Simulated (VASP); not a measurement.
Output of a VASP run:

File OSZICAR:
```
...
RMM:   2    -0.464967634122E+03   -0.21567E-02   -0.26699E-02   912   0.452E-01    0.266E-01
RMM:   3    -0.464968221335E+03   -0.58721E-03   -0.64823E-03  1171   0.197E-01    0.148E-01
RMM:   4    -0.464968223774E+03   -0.24390E-05   -0.13339E-03  1323   0.845E-02    0.126E-01
RMM:   5    -0.464968221092E+03    0.26823E-05   -0.59129E-04  1309   0.551E-02    0.105E-01
RMM:   6    -0.464968201449E+03    0.19643E-04   -0.26867E-04  1347   0.344E-02    0.296E-02
RMM:   7    -0.464968219470E+03   -0.18021E-04   -0.14720E-04  1099   0.201E-02    0.267E-02
RMM:   8    -0.464968223098E+03   -0.36276E-05   -0.73702E-05   903   0.149E-02
  25 F= -.46496822E+03 E0= -.46496209E+03  d E =-.893921E-03  mag=     2.0000
       N       E                     dE             d eps       ncg     rms          rms(c)
DAV:   1    -0.464967850613E+03    0.36886E-03   -0.15789E-01   952   0.932E-01    0.955E-02
RMM:   2    -0.464968150973E+03   -0.30036E-03   -0.36483E-03   944   0.163E-01    0.987E-02
RMM:   3    -0.464968228066E+03   -0.77093E-04   -0.86268E-04  1275   0.701E-02    0.564E-02
RMM:   4    -0.464968231196E+03   -0.31306E-05   -0.20756E-04  1329   0.329E-02    0.510E-02
RMM:   5    -0.464968231452E+03   -0.25590E-06   -0.97993E-05  1242   0.216E-02
  26 F= -.46496823E+03 E0= -.46496227E+03  d E =-.902276E-03  mag=     2.0000
       N       E                     dE             d eps       ncg     rms          rms(c)
DAV:   1    -0.464966727029E+03    0.15042E-02   -0.97048E-01   944   0.231E+00    0.231E-01
RMM:   2    -0.464968411128E+03   -0.16841E-02   -0.20392E-02   912   0.390E-01    0.202E-01
RMM:   3    -0.464968871086E+03   -0.45996E-03   -0.50758E-03  1214   0.170E-01    0.140E-01
RMM:   4    -0.464968883702E+03   -0.12615E-04   -0.11221E-03  1331   0.762E-02    0.107E-01
RMM:   5    -0.464968864724E+03    0.18978E-04   -0.41381E-04  1325   0.459E-02    0.527E-02
RMM:   6    -0.464968870412E+03   -0.56883E-05   -0.23349E-04  1330   0.299E-02    0.166E-02
RMM:   7    -0.464968878546E+03   -0.81338E-05   -0.10031E-04   991   0.179E-02    0.116E-02
RMM:   8    -0.464968883174E+03   -0.46277E-05   -0.62566E-05   904   0.142E-02
  27 F= -.46496888E+03 E0= -.46496273E+03  d E =-.651721E-03  mag=     2.0000
       N       E                     dE             d eps       ncg     rms          rms(c)
DAV:   1    -0.464968444154E+03    0.43439E-03   -0.20840E-01   944   0.107E+00    0.107E-01
RMM:   2    -0.464968830559E+03   -0.38640E-03   -0.46208E-03   946   0.182E-01    0.925E-02
RMM:   3    -0.464968928486E+03   -0.97928E-04   -0.10948E-03  1275   0.777E-02    0.623E-02
RMM:   4    -0.464968933641E+03   -0.51545E-05   -0.25773E-04  1327   0.365E-02    0.512E-02
RMM:   5    -0.464968930959E+03    0.26816E-05   -0.11499E-04  1260   0.233E-02    0.255E-02
RMM:   6    -0.464968933973E+03   -0.30141E-05   -0.68248E-05   936   0.158E-02
  28 F= -.46496893E+03 E0= -.46496277E+03  d E =-.702521E-03  mag=     2.0000
       N       E                     dE             d eps       ncg     rms          rms(c)
DAV:   1    -0.464969038039E+03   -0.10708E-03   -0.16725E-01   952   0.960E-01    0.100E-01
RMM:   2    -0.464969353542E+03   -0.31550E-03   -0.39075E-03   930   0.174E-01    0.902E-02
RMM:   3    -0.464969435432E+03   -0.81890E-04   -0.92441E-04  1187   0.747E-02    0.515E-02
RMM:   4    -0.464969436643E+03   -0.12110E-05   -0.20871E-04  1274   0.336E-02    0.432E-02
RMM:   5    -0.464969435154E+03    0.14893E-05   -0.84814E-05  1165   0.206E-02
  29 F= -.46496944E+03 E0= -.46496329E+03  d E =-.501180E-03  mag=     2.0000
```

### OUTCAR
```
------------------------ aborting loop because EDIFF is reached ----------------------------------------
  FORCE on cell =-STRESS in cart. coord.  units (eV):
  Direction    XX          YY          ZZ          XY          YZ          ZX
  --------------------------------------------------------------------------------------
  Total      -13.7342116    -19.1339927     15.5157992      0.6492973     -1.6801802     -3.6245495
  in kB      -29.8425567    -41.5755397     33.7137019      1.4108340     -3.6508009     -7.8756486
  external PRESSURE =     -12.5681315 kB  Pullay stress =       0.0000000 kB
  volume of cell :      737.36
      direct lattice vectors                 reciprocal lattice vectors
     7.892156286  0.000000000  0.000000000     0.126708084  0.000000000  0.000000000
     0.000000000  7.892156286  0.000000000     0.000000000  0.126708084  0.000000000
     0.000000000  0.000000000 11.838234429     0.000000000  0.000000000  0.084472056
 POSITION                                       TOTAL-FORCE (eV/Angst)
 -----------------------------------------------------------------------------------
      0.06317      0.05539     11.78869         0.016803      0.008350      0.013169
      0.04239      7.87752      3.86767        -0.007144      0.007921      0.010772
      0.05903      0.06540      7.80119        -0.004287      0.011536     -0.006163
      0.06745      3.98110     11.75384        -0.006308      0.000668      0.017361
      0.04337      3.95861      3.85439        -0.001810     -0.000031     -0.005032
      0.05694      4.00107      7.83129        -0.013765      0.000264      0.002915
      3.98205      0.06160     11.74865         0.011185      0.004306      0.018565
      4.04291      7.84339      3.87117        -0.009836      0.013882     -0.004888
      4.02688      0.05360      7.83205        -0.007841      0.015961      0.019367
      3.98527      3.99147     11.72293         0.012381      0.009801     -0.002189
      4.03496      3.99536      7.80517        -0.005693      0.000666     -0.000496
      2.09558      2.06359      1.89727        -0.002134     -0.006137     -0.000658
      2.09114      2.00302      5.74187         0.008274     -0.008732     -0.003661
      2.05279      2.05895      9.73808         0.002710     -0.006449      0.002828
      2.09762      5.93716      1.86625         0.008511     -0.001825      0.003077
      2.08389      5.87148      5.75636         0.003361     -0.000215      0.004581
      2.06074      6.00479      9.73539        -0.007466      0.009884      0.007977
      5.94294      2.09092      1.87332        -0.004351      0.006015      0.018679
      5.98028      1.98338      5.74597         0.004023     -0.010744      0.000424
      6.00739      2.06206      9.75863        -0.003985     -0.005933      0.002180
      5.97674      5.95098      1.83642         0.004801      0.006808      0.004682
      5.97816      5.87351      5.76386         0.006440     -0.000235     -0.013759
      6.01180      6.00851      9.75428        -0.000930      0.001470      0.001586
      1.82453      7.82157      1.99380         0.004032     -0.000255     -0.004841
      7.82895      1.83013      1.96090         0.001379     -0.003386     -0.006991
      1.99213      1.95835      0.06489         0.003803     -0.000741      0.005462
      1.86752      0.04421      5.99835        -0.008607      0.002947     -0.007935
      7.84933      2.00279      6.03634         0.000703     -0.015308     -0.005781
      1.85844      1.89440      3.94481         0.000673     -0.000942      0.003706
      1.86534      7.86213      9.95809        -0.002460     -0.011165     -0.015956
      7.85658      1.89341     10.00572         0.001043     -0.001359      0.003955
      1.92685      1.99066      7.92415         0.003306     -0.004520      0.001809
      1.78144      3.91367      2.00732         0.000093      0.001464     -0.012719
      7.84891      5.82878      2.02354         0.003601     -0.000197     -0.005510
      1.98176      5.86643      0.04213         0.000170      0.011425      0.013795
      1.81007      3.96573      5.98931        -0.016493      0.002759     -0.003385
      7.84990      6.02813      6.05679         0.007236     -0.009181      0.008284
      1.85651      5.97539      3.97356        -0.010804     -0.002824     -0.007848
      1.87573      3.91562      9.95969         0.004911     -0.006144     -0.007956
      7.86151      5.82051      9.95785        -0.005877     -0.002268      0.004857
      1.96658      5.89683      7.91781        -0.000169     -0.003194      0.005348
      5.87912      7.82865      2.00611        -0.005125      0.005631     -0.010678
      3.92656      1.72534      2.03402         0.001518     -0.006274     -0.013423
      5.81637      2.01195      0.04767         0.006259      0.005210      0.003202
      5.85433      0.03916      6.05294        -0.002410      0.001444     -0.000852
      3.92500      1.96861      6.06001        -0.003229     -0.013337     -0.004778
      5.98123      1.84448      3.95511         0.005645     -0.004903      0.004420
      5.81908      7.86442      9.99132         0.006196     -0.008602     -0.004841
      3.90107      1.88120      9.93021        -0.006093     -0.008219     -0.004708
      5.90950      1.96267      7.95150         0.000522     -0.005909      0.007010
      5.90626      3.92696      2.12271         0.008468      0.005432     -0.008615
      3.93787      5.89678      2.08847         0.003107      0.014024     -0.006838
      5.86443      5.83500      0.02241        -0.001888     -0.007391      0.009724
      5.91453      3.96382      6.05101        -0.005763      0.013759     -0.001034
      3.92607      6.06818      6.01516        -0.002296     -0.005957      0.004846
      6.00453      6.01866      3.98280         0.001762     -0.005084     -0.004917
...
```
(Selected blocks of OUTCAR.)

POSCAR:
```
Sr11Ti12O36
1
    7.8921562862     0.0000000000     0.0000000000
    0.0000000000     7.8921562862     0.0000000000
    0.0000000000     0.0000000000    11.8382344293
Sr Ti O
11 12 36
Direct
  0.0102082776   0.0067707500   0.9960189569
  0.0034541425   0.9961839646   0.3277246925
  0.0084215216   0.0030436986   0.6575960019
  0.0099219776   0.5038734305   0.9927768114
  0.0046946756   0.4997372133   0.3252170032
  0.0080444137   0.5007420032   0.6609098311
  0.5058837552   0.0066006356   0.9923285187
  0.5109379277   0.9925208907   0.3248805563
  0.5122777999   0.0028741316   0.6615540449
  0.5068001845   0.5048557839   0.9908963499
  0.5123154210   0.5001192814   0.6605992767
  0.2664403922   0.2615372132   0.1604573288
  0.2651147878   0.2491489285   0.4851982186
  0.2608395314   0.2565984163   0.8227688956
  0.2665251252   0.7516903520   0.1581440552
  0.2640928743   0.7392687672   0.4863410516
  0.2613703464   0.7568085390   0.8219555214
  0.7553465679   0.2650067688   0.1584788121
  0.7566419315   0.2483667973   0.4847704532
  0.7628639818   0.2565974459   0.8243925298
  0.7591415181   0.7548900502   0.1553665563
  0.7548833409   0.7394198291   0.4861203726
  0.7622324263   0.7572606361   0.8226722056
  0.2322240061   0.9921678256   0.1702034210
  0.9930107217   0.2314607546   0.1695338676
  0.2494086484   0.2488999159   0.0062953828
  0.2362676846   0.0061458240   0.5064358897
  0.9954102755   0.2564161122   0.5086539008
  0.2384082815   0.2418072567   0.3333958387
  0.2328723419   0.9983718928   0.8400567055
  0.9949585680   0.2477946833   0.8476958088
  0.2449865148   0.2507317737   0.6700384063
  0.2252668056   0.4972534535   0.1689171013
  0.9949703259   0.7422770804   0.1742940033
  0.2477369967   0.7450030280   0.0042427557
  0.2321067722   0.5013572268   0.5081578445
  0.9944478831   0.7627124695   0.5077015884
  0.2382437479   0.7554061423   0.3359581660
  0.2334177993   0.4986274575   0.8392260748
  0.9947668024   0.7457596379   0.8424768236
  0.2480127433   0.7501429494   0.6685908100
  0.7443822829   0.9929307470   0.1735371837
  0.4980567582   0.2197536210   0.1697604097
  0.7410004494   0.2488346694   0.0043860973
  0.7455069039   0.0049301884   0.5092507304
  0.4982187917   0.2498137703   0.5140847517
  0.7537073601   0.2384101094   0.3338801079
  0.7311260946   0.9983298222   0.8383029563
  0.4933906890   0.2488964931   0.8434958497
  0.7496847043   0.2499856531   0.6716498750
  0.7499451484   0.4990584806   0.1751362138
  0.4993326250   0.7500172882   0.1741140829
  0.7451470335   0.7468458987   0.0015802021
  0.7494544806   0.5007671643   0.5116435279
  0.4980537233   0.7712476279   0.5080338801
  0.7549835093   0.7583052468   0.3358392276
  0.7316507893   0.4990165186   0.8381408971
  0.4930701282   0.7451832244   0.8433922625
  0.7435296887   0.7498104659   0.6697043112
```

Q: Reconstruct the remaining input files.

A: Several could match; the one computed here: the input of the run itself, PBE GGA, plane waves, VASP's PBE PAW potentials (set 64).

INCAR:
```
ALGO = Fast
EDIFF = 1E-5
EDIFFG = -0.03
ENCUT = 400
GGA = PE
IBRION = 2
ISIF = 2
ISMEAR = 0
ISPIN = 2
ISYM = 0
LASPH = .TRUE.
LCHARG = .FALSE.
LMAXMIX = 4
LORBIT = 10
LREAL = Auto
LWAVE = .FALSE.
MAGMOM = 59*0.0339
NELM = 100
NELMIN = 4
NSW = 120
NUPDOWN = 2
PREC = Normal
SIGMA = 0.05
SYSTEM = Sr11Ti12O36
```

**KPOINTS**
```
K-points
0
G
1 1 1
0 0 0
```

POTCAR, in this order: Sr_sv Ti O (PBE.64 set). Program: vasp_gam.

At this cut-off the stress carries a Pulay error, which pulls relaxed volumes low. The supercell is sampled at Γ alone, which is coarse: total energies, pressure and levels can be off, energies of defects by several tenths of an eV.

The cell is a supercell with a defect, built from SrTiO3 (cubic perovskite, the ideal cubic form; the compound distorts at low or room temperature): vac_Sr.
